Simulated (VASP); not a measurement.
Set up this calculation in VASP 6.6.1, as the native input.

- Task: relaxation of cell and atoms
- Functional: vdW-DF-cx
- Potentials or basis: VASP PAW PBE potentials, release 64 (H, Pb_d, N, O)
- Cutoff: 600 eV
- k mesh: 7 × 7 × 5
- Occupations: fermi-dirac, width 0.05 eV
- Spin: no spin polarisation
- Further INCAR settings: ALGO = Normal; EDIFF = 1e-06; IBRION = 2; EDIFFG = -0.02; NSW = 40; ISIF = 3

The structure of HPbNO4 lies in POSCAR:

```
HPbNO4
1.0
    4.2040700000      0.0000000000      0.0000000000
    2.0217200000      3.8395200000      0.0000000000
    2.0468600000      1.2790000000      6.2813200000
H Pb N O
1 1 1 4
Direct
    0.8914500000      0.6820200000      0.6279600000
    0.1442600000      0.9287200000      0.8835200000
    0.2567000000      0.2886100000      0.3017100000
    0.8310800000      0.6505600000      0.7840500000
    0.3869400000      0.2238000000      0.1129500000
    0.3110400000      0.0357600000      0.4585600000
    0.0772600000      0.6063300000      0.3227500000
```

The cell was built by a generator and needn't be a form met in nature.

These files were run (other wordings do the same):

INCAR

```
AGGAC    = 0.0          
ALGO     = Normal         # electronic algorithm
EDIFF    = 1E-6           # SCF threshold, eV
EDIFFG   = -0.02          # ionic threshold
ENCUT    = 600            # plane-wave cutoff, eV
GGA      = CX             # functional
IBRION   = 2              # ionic algorithm
ISIF     = 3              # what is computed and relaxed
ISMEAR   = -1             # smearing method
KPAR     = 4            
LASPH    = T              # aspherical terms in the spheres
LCHARG   = F              # write CHGCAR
LREAL    = F              # projectors in reciprocal space
LUSE_VDW = T            
LWAVE    = F              # write WAVECAR
NELM     = 60             # most SCF steps
NSW      = 40             # ionic steps
PREC     = Accurate       # precision mode
SIGMA    = 0.05           # smearing width, eV
```

KPOINTS

```
k-points
0
Gamma
  7 7 5
```

Potentials or basis: VASP PAW PBE potentials, release 64 (H, Pb_d, N, O).

Launch:

```bash
$ cat potpaw_PBE.64/H/POTCAR potpaw_PBE.64/Pb_d/POTCAR potpaw_PBE.64/N/POTCAR potpaw_PBE.64/O/POTCAR > POTCAR
$ mpirun -np 4 vasp_std > vasp.out
```

Results of the run:

```json
{"Relaxed volume": "13.59 Å³/atom", "Relaxed cell": "a = 4.091 Å, b = 4.209 Å, c = 6.656 Å, α = 72.56°, β = 72.53°, γ = 62.39°", "Space group after relaxing (to 0.05 Å)": "P1 (No. 1)", "Energy gained by relaxing": "7.3 meV/atom", "Ionic steps": "31", "Pressure after relaxing": "-0.1 GPa", "Largest force after relaxing": "0.014 eV/Å", "Band gap on the k mesh": "2.57 eV, indirect (least direct gap 2.59 eV)"}
```

Caveat: the standard files for N, O and F lose accuracy on very short bonds; the PAW data sets were made with another functional, which shifts forces and pressure a little; spin-orbit coupling is left out, which as a rule narrows the gap of such compounds by several tenths of an eV; an odd mesh through Γ misses points on the zone boundary, where band edges often lie.

Wall time 50 min on 4 MPI ranks on Intel(R) Xeon(R) Platinum 8488C (Sapphire Rapids) (shared host), peak memory 0.91 GiB a rank.
